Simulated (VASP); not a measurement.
```yaml
crystal:
  lattice:
    - [0.00000, 2.72415, 2.72415]
    - [2.72415, 0.00000, 2.72415]
    - [2.72415, 2.72415, 0.00000]
  atoms:
    - { symbol: Mg, position: [0.00000, 0.00000, 0.00000] }
    - { symbol: Se, position: [0.50000, 0.50000, 0.50000] }
```

These are PBEsol GGA, VASP's PBE PAW potentials (set 64) (plane waves; VASP 6.6.1) values and carry that method's errors. Numerical set-up: 520 eV cut-off, Gaussian smearing of 0.050 eV, potentials Mg Se.

**Question.** Predict the band gap (along the path) with the smallest direct gap where there is one.

**Answer.** 
* **band gap (along the path)**: 1.76 eV
* **smallest direct gap (along the path)**: 2.51 eV

Total energies compare only between runs with the same potentials, cut-off and functional.

The compound is MgSe in the rock salt structure. It was relaxed first.
